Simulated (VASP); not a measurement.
# MnPtS3 (Pm-3m) in VASP: further runs

The runs below take MnPtS3 through single point, density of states, with LDA+U, PBEsol+U.

Program: VASP 6.6.1. These are calculated values, not measurements. Logs are shortened: lines on timing, memory, paths and dates and some standing lists are left out, and cuts for length are marked.

### Step 1. The crystal as given

Symmetry: Pm-3m, No. 221, cubic system. The conventional cell has a = 4.717 Å, b = 4.717 Å, c = 4.717 Å, α = 90.00°, β = 90.00°, γ = 90.00°. Mn (site symmetry m-3m) has 12 S at 3.34 Å as nearest neighbours. Around Pt (site symmetry m-3m) lie 6 S at 2.36 Å. S (site symmetry 4/mmm) is surrounded by 2 Pt at 2.36 Å.

The cell was built by a generator and needn't be a form met in nature.

### Step 2. Single point, LDA+U, collinear spin, ferromagnetic start

Input file run.py:

```python
from ase.calculators.vasp import Vasp
from ase.dft.bandgap import bandgap
from ase.spacegroup import crystal

atoms = crystal(
    ['Mn', 'Pt', 'S'],
    basis=[[0.0, 0.0, 0.0], [0.5, 0.5, 0.5], [0.0, 0.5, 0.5]],
    spacegroup=221,
    setting=1,
    cellpar=[4.71715, 4.71715, 4.71715, 90.0, 90.0, 90.0],
    primitive_cell=True,
)
atoms.set_initial_magnetic_moments([4.0, 0.0, 0.0, 0.0, 0.0])
calc = Vasp(
    directory='calc',
    xc='lda',
    pp='LDA',
    setups='recommended',
    prec='Accurate',
    encut=520,
    ediff=1e-07,
    ismear=0,
    sigma=0.05,
    lreal=False,
    lasph=True,
    nelm=120,
    algo='Normal',
    isif=2,
    lwave=False,
    lcharg=False,
    ispin=2,
    lorbit=11,
    lmaxmix=4,
    ldautype=2,
    ldauprint=1,
    ldau_luj={'Mn': {'L': 2, 'U': 8, 'J': 0}, 'Pt': {'L': 2, 'U': 5, 'J': 0}},
    kpts=[6, 6, 6],
    gamma=True,
    nbands=32,
)
atoms.calc = calc

print('energy (eV):', atoms.get_potential_energy())
print('free energy (eV):', atoms.get_potential_energy(force_consistent=True))
print('forces (eV/A):')
print(atoms.get_forces())
print('stress (eV/A^3, Voigt):', atoms.get_stress())
print('Fermi level (eV):', calc.get_fermi_level())
print('moment (muB):', atoms.get_magnetic_moment())
print('site moments (muB):', atoms.get_magnetic_moments())
gap, top, bottom = bandgap(calc)
print('band gap (eV):', gap, 'from (spin, k, band)', top, 'to', bottom)
```

Potentials or basis: VASP PAW LDA potentials, release 64 (Mn_pv, Pt, S).

Run with:

```console
python run.py
```

What it wrote:

```text
energy (eV): -23.34438302
free energy (eV): -23.3459193
forces (eV/A):
[[0. 0. 0.]
 [0. 0. 0.]
 [0. 0. 0.]
 [0. 0. 0.]
 [0. 0. 0.]]
stress (eV/A^3, Voigt): [ 0.04343595  0.04343595  0.04343595 -0.         -0.          0.        ]
Fermi level (eV): 4.42008417
moment (muB): 4.9967558
site moments (muB): [ 4.785 -0.012 -0.02  -0.02  -0.02 ]
band gap (eV): 0.0 from (spin, k, band) (None, None, None) to (None, None, None)
```

OUTCAR:

```text
ENCUT = 520.000000
   EDIFF = 1.00e-07
   PREC = Accurate
   ISIF = 2
   ISMEAR = 0
   ISPIN = 2
   LORBIT = 11
   NELM = 120
   LASPH = .TRUE.
   LREAL = .FALSE.

 ion  position               nearest neighbor table
   1  0.000  0.000  0.000-
   2  0.500  0.500  0.500-   3 2.36   4 2.36   5 2.36   5 2.36   4 2.36   3 2.36
   3  0.000  0.500  0.500-   2 2.36   2 2.36
   4  0.500  0.000  0.500-   2 2.36   2 2.36
   5  0.500  0.500  0.000-   2 2.36   2 2.36

  LATTYP: Found a simple cubic cell.
 ALAT       =     4.7171500000

  Lattice vectors:

 A1 = (   4.7171500000,   0.0000000000,   0.0000000000)
 A2 = (   0.0000000000,   4.7171500000,   0.0000000000)
 A3 = (   0.0000000000,   0.0000000000,   4.7171500000)

Analysis of symmetry for initial positions (statically):
=====================================================================
 Subroutine PRICEL returns:
 Original cell was already a primitive cell.

 Routine SETGRP: Setting up the symmetry group for a
 simple cubic supercell.

 Subroutine GETGRP returns: Found 48 space group operations
 (whereof 48 operations were pure point group operations)
 out of a pool of 48 trial point group operations.

The static configuration has the point symmetry O_h .

Analysis of symmetry for dynamics (positions and initial velocities):
=====================================================================
 Subroutine PRICEL returns:
 Original cell was already a primitive cell.

[... 253 lines left out ...]
      1     -46.6378      1.00000
      2     -46.6378      1.00000
      3     -46.6378      1.00000
      4      -9.2031      1.00000
      5      -7.6192      1.00000
      6      -7.6192      1.00000
[... 689 lines left out ...]
     31      11.9154      0.00000
     32      11.9154      0.00000
 Fermi energy:         4.4200841742

 spin component 2

 k-point     1 :       0.0000    0.0000    0.0000
  band No.  band energies     occupation
      1     -41.9201      1.00000
      2     -41.9201      1.00000
      3     -41.9201      1.00000
      4      -9.2033      1.00000
      5      -7.6278      1.00000
      6      -7.6278      1.00000
[... 689 lines left out ...]
     31      12.7356      0.00000
     32      12.7356      0.00000

------------------------ aborting loop because EDIFF is reached ----------------------------------------

  FORCE on cell =-STRESS in cart. coord.  units (eV):
  Direction    XX          YY          ZZ          XY          YZ          ZX
  --------------------------------------------------------------------------------------
  -------------------------------------------------------------------------------------
  Total       -4.5591958     -4.5591958     -4.5591958      0.0000000     -0.0000000      0.0000000
  in kB      -69.5920714    -69.5920714    -69.5920714      0.0000000     -0.0000000      0.0000000
  external PRESSURE =     -69.5920714 kB  Pullay stress =       0.0000000 kB

 VOLUME and BASIS-vectors are now :
 -----------------------------------------------------------------------------
  energy-cutoff  :      520.00
  volume of cell :      104.96
      direct lattice vectors                 reciprocal lattice vectors
     4.717150000  0.000000000  0.000000000     0.211992411  0.000000000  0.000000000
     0.000000000  4.717150000  0.000000000     0.000000000  0.211992411  0.000000000
     0.000000000  0.000000000  4.717150000     0.000000000  0.000000000  0.211992411

 POSITION                                       TOTAL-FORCE (eV/Angst)
 -----------------------------------------------------------------------------------
      0.00000      0.00000      0.00000         0.000000      0.000000      0.000000
      2.35858      2.35858      2.35858         0.000000      0.000000      0.000000
      0.00000      2.35858      2.35858         0.000000      0.000000      0.000000
      2.35858      0.00000      2.35858         0.000000      0.000000      0.000000
      2.35858      2.35858      0.00000         0.000000      0.000000      0.000000
 -----------------------------------------------------------------------------------
    total drift:                                0.000000      0.000000      0.000000

  FREE ENERGIE OF THE ION-ELECTRON SYSTEM (eV)
  ---------------------------------------------------
  free  energy   TOTEN  =       -23.3459193003 eV

  energy  without entropy=      -23.3428467381  energy(sigma->0) =      -23.34438302

 total charge

# of ion       s       p       d       tot
------------------------------------------
    1        0.193   6.047   4.811  11.050
    2        0.618   0.612   8.656   9.886
    3        1.366   2.242   0.000   3.608
    4        1.366   2.242   0.000   3.608
    5        1.366   2.242   0.000   3.608
--------------------------------------------------
tot          4.910  13.385  13.466  31.761

 magnetization (x)

# of ion       s       p       d       tot
------------------------------------------
    1        0.065   0.013   4.707   4.785
    2       -0.001   0.001  -0.012  -0.012
    3        0.001  -0.021   0.000  -0.020
    4        0.001  -0.021   0.000  -0.020
    5        0.001  -0.021   0.000  -0.020
--------------------------------------------------
tot          0.067  -0.048   4.695   4.714
```

INCAR:

```text
ENCUT = 520.000000
SIGMA = 0.050000
EDIFF = 1.00e-07
ALGO = Normal
PREC = Accurate
ISIF = 2
ISMEAR = 0
ISPIN = 2
LDAUPRINT = 1
LDAUTYPE = 2
LMAXMIX = 4
LORBIT = 11
NBANDS = 32
NELM = 120
LASPH = .TRUE.
LCHARG = .FALSE.
LWAVE = .FALSE.
LREAL = .FALSE.
LDAU = .TRUE.
LDAUL = 2 2 -1
LDAUU = 8.000 5.000 0.000
LDAUJ = 0.000 0.000 0.000
MAGMOM = 1*4.0000 4*0.0000
```

Run time: 54 s. Hardware: 1 thread of Intel Xeon 6975P-C (Granite Rapids), shared host; peak memory 0.24 GiB.

Results:

```
Free energy                                           : -23.3459 eV
Pressure                                              : -7.0 GPa
Band gap on the k mesh                                : none (metal or under the smearing width)
Net moment                                            : 5.00 μB per cell
Site moments                                          : Mn +4.79; Pt -0.01; S -0.02 μB
Valence electrons inside the program's atomic spheres : Mn 11.05; Pt 9.89; S 3.61
```

Eigenvalues of the final occupation matrices:
```tsv
site	spin	trace	eigenvalues
site 1 d	1	4.77	0.95 0.95 0.95 0.95 0.95
site 1 d	2	0.05	0.01 0.01 0.01 0.01 0.01
site 2 d	1	4.36	0.76 0.76 0.95 0.95 0.95
site 2 d	2	4.37	0.76 0.76 0.95 0.95 0.95
```

Caveat: a cell with one magnetic atom can't hold antiferromagnetic order, which such compounds often take. The run has no spin-orbit coupling, so splittings on Pt are missing.

### Step 3. Density of states, PBEsol+U, collinear spin, ferromagnetic start

Input file run.py:

```python
from ase.calculators.vasp import Vasp
from ase.dft.dos import DOS
from ase.io import read

atoms = read('POSCAR')
atoms.set_initial_magnetic_moments([4.0, 0.0, 0.0, 0.0, 0.0])
calc = Vasp(
    directory='calc',
    xc='pbesol',
    pp='PBE',
    setups='recommended',
    prec='Accurate',
    encut=520,
    ediff=1e-07,
    ismear=0,
    sigma=0.1,
    lreal=False,
    lasph=True,
    nelm=150,
    algo='Fast',
    isif=2,
    lwave=False,
    lcharg=False,
    ispin=2,
    lorbit=11,
    lmaxmix=4,
    ldautype=2,
    ldauprint=1,
    ldau_luj={'Mn': {'L': 2, 'U': 2, 'J': 0}, 'Pt': {'L': 2, 'U': 3.5, 'J': 0}},
    kpts=[6, 6, 6],
    gamma=True,
    nbands=32,
)
atoms.calc = calc

print('energy (eV):', atoms.get_potential_energy())
print('free energy (eV):', atoms.get_potential_energy(force_consistent=True))
print('forces (eV/A):')
print(atoms.get_forces())
print('stress (eV/A^3, Voigt):', atoms.get_stress())
print('Fermi level (eV):', calc.get_fermi_level())
print('moment (muB):', atoms.get_magnetic_moment())
print('site moments (muB):', atoms.get_magnetic_moments())
dos = DOS(calc, width=0.05, window=(-10, 10), npts=301)
print('E - E_F (eV), DOS (1/eV)')
for e, g in zip(dos.get_energies(), dos.get_dos()):
    print(f'{e:8.3f} {g:10.4f}')
```

Input file POSCAR:

```
MnPtS3
1.0
    4.7171500000      0.0000000000      0.0000000000
    0.0000000000      4.7171500000      0.0000000000
    0.0000000000      0.0000000000      4.7171500000
Mn Pt S
1 1 3
Direct
    0.0000000000      0.0000000000      0.0000000000
    0.5000000000      0.5000000000      0.5000000000
    0.0000000000      0.5000000000      0.5000000000
    0.5000000000      0.0000000000      0.5000000000
    0.5000000000      0.5000000000      0.0000000000
```

Potentials or basis: VASP PAW PBE potentials, release 64 (Mn_pv, Pt, S).

Run with:

```console
python run.py
```

What it wrote:

```text
energy (eV): -24.21045974
free energy (eV): -24.22135437
forces (eV/A):
[[0. 0. 0.]
 [0. 0. 0.]
 [0. 0. 0.]
 [0. 0. 0.]
 [0. 0. 0.]]
stress (eV/A^3, Voigt): [0.03050783 0.03050783 0.03050783 0.         0.         0.        ]
Fermi level (eV): 4.51298532
moment (muB): 4.7481568
site moments (muB): [ 4.627 -0.019 -0.043 -0.043 -0.043]
E - E_F (eV), DOS (1/eV)
 -10.000     0.0000
  -9.933     0.0000
  -9.867     0.0000
  -9.800     0.0000
  -9.733     0.0000
  -9.667     0.0000
[... 293 lines left out ...]
   9.933     0.1424
  10.000     0.0550
```

It took 84 s on 1 thread of Intel Xeon 6975P-C (Granite Rapids), shared host; peak memory 0.3 GiB.

What came out:

* Free energy: -24.2214 eV
* Pressure: -4.9 GPa
* Band gap on the k mesh: none (metal or under the smearing width)
* Net moment: 4.75 μB per cell
* Site moments: Mn +4.63; Pt -0.02; S -0.04 μB
* Valence electrons inside the program's atomic spheres: Mn 11.04; Pt 9.73; S 3.60

States per cell in windows of 0.5 eV (zero at the Fermi level; states under -8 eV left out):
```
from (eV)    up  down  Mn1_d_up  Pt2_d_down  Pt2_d_up  Mn1_d_down  S3_p_down  S4_p_down
     -8.0  0.00  0.00      0.00        0.00      0.00        0.00       0.00       0.00
     -7.5  0.01  0.01      0.00        0.00      0.00        0.00       0.00       0.00
     -7.0  0.28  0.28      0.00        0.09      0.09        0.00       0.03       0.03
     -6.5  1.03  1.00      0.00        0.44      0.45        0.00       0.09       0.09
     -6.0  0.66  0.64      0.01        0.33      0.32        0.00       0.04       0.04
     -5.5  1.20  1.08      0.07        0.56      0.55        0.00       0.06       0.06
     -5.0  1.50  1.45      0.22        0.77      0.64        0.00       0.09       0.09
     -4.5  5.55  1.06      4.01        0.58      0.70        0.00       0.06       0.06
     -4.0  0.35  0.21      0.21        0.03      0.07        0.00       0.02       0.02
     -3.5  0.33  0.23      0.05        0.03      0.02        0.00       0.03       0.03
     -3.0  0.27  0.11      0.01        0.01      0.03        0.00       0.01       0.01
     -2.5  0.71  0.70      0.00        0.15      0.19        0.00       0.06       0.06
     -2.0  0.80  1.03      0.01        0.25      0.23        0.01       0.10       0.10
     -1.5  1.13  1.41      0.03        0.40      0.32        0.03       0.13       0.13
     -1.0  0.93  1.05      0.02        0.21      0.19        0.03       0.13       0.13
     -0.5  1.36  1.58      0.02        0.23      0.17        0.06       0.23       0.23
      0.0  1.37  0.64      0.02        0.03      0.13        0.02       0.11       0.11
      0.5  0.52  0.39      0.00        0.10      0.09        0.01       0.04       0.04
      1.0  0.41  0.33      0.00        0.07      0.09        0.01       0.02       0.02
      1.5  0.49  0.91      0.00        0.06      0.06        0.48       0.02       0.02
      2.0  0.44  4.53      0.00        0.04      0.04        3.64       0.06       0.06
      2.5  0.00  0.21      0.00        0.01      0.00        0.04       0.01       0.01
      3.0  0.30  0.60      0.00        0.11      0.10        0.05       0.05       0.05
      3.5  0.19  0.36      0.00        0.06      0.06        0.01       0.03       0.03
      4.0  0.46  0.13      0.00        0.03      0.03        0.00       0.01       0.01
      4.5  0.43  0.22      0.00        0.01      0.01        0.00       0.01       0.01
      5.0  0.43  0.39      0.00        0.04      0.04        0.00       0.02       0.02
      5.5  0.61  0.33      0.00        0.00      0.01        0.01       0.01       0.01
      6.0  0.85  0.36      0.01        0.01      0.01        0.01       0.01       0.01
      6.5  0.81  1.34      0.01        0.03      0.02        0.03       0.06       0.06
      7.0  0.24  0.78      0.00        0.01      0.00        0.02       0.03       0.03
      7.5  0.30  0.42      0.00        0.01      0.01        0.01       0.01       0.01
```

Eigenvalues of the final occupation matrices:
```tsv
site	spin	trace	eigenvalues
site 1 d	1	4.70	0.94 0.94 0.94 0.94 0.94
site 1 d	2	0.14	0.02 0.02 0.03 0.03 0.03
site 2 d	1	4.26	0.74 0.74 0.93 0.93 0.93
site 2 d	2	4.28	0.74 0.74 0.94 0.94 0.94
```

Caveat: the PAW data sets were made with another functional, which shifts forces and pressure a little; a cell with one magnetic atom can't hold antiferromagnetic order, which such compounds often take.

### Step 4. The reference run

An earlier run on the cell as given: functional PBE; potentials or basis VASP PAW PBE potentials, release 64 (Mn_pv, Pt, S); cutoff 520 eV; k mesh 6 × 6 × 6; occupations fermi-dirac, width 0.05 eV; collinear spin, ferromagnetic start; starting moments [4.0, 0.0, 0.0, 0.0, 0.0] μB.

- Pressure: -0.2 GPa
- Band gap on the k mesh: none (metal or under the smearing width)
- Net moment: 4.31 μB per cell
- Site moments: Mn +4.49; Pt -0.09; S -0.09 μB
- Valence electrons inside the program's atomic spheres: Mn 11.07; Pt 9.46; S 3.64

### Step 5. Summary

| task | level | potentials or basis | U | smearing | gap on the mesh (eV) | pressure (GPa) | moment (μB) |
| --- | --- | --- | --- | --- | --- | --- | --- |
| single point | LDA+U | VASP PAW LDA potentials, release 64 (Mn_pv, Pt, S) | Mn d U = 8 eV, Pt d U = 5 eV | gaussian 0.05 eV | none | -7.0 | 5.00 |
| density of states | PBEsol+U | VASP PAW PBE potentials, release 64 (Mn_pv, Pt, S) | Mn d U = 2 eV, Pt d U = 3.5 eV | gaussian 0.1 eV | none | -4.9 | 4.75 |
| single point | PBE | VASP PAW PBE potentials, release 64 (Mn_pv, Pt, S) | - | fermi-dirac 0.05 eV | none | -0.2 | 4.31 |

Alike in all rows: spin collinear, ferromagnetic start; cell as given; k mesh 6 × 6 × 6; cutoff (eV) 520.

Caveats: a cell with one magnetic atom can't hold antiferromagnetic order, which such compounds often take; the PAW data sets were made with another functional, which shifts forces and pressure a little (some runs); semilocal functionals often make such compounds metallic where correlation or magnetic order opens a gap, which also shifts bond lengths (some runs).

Total energies depend on the potentials used, so only differences within one code and one set of settings carry meaning.
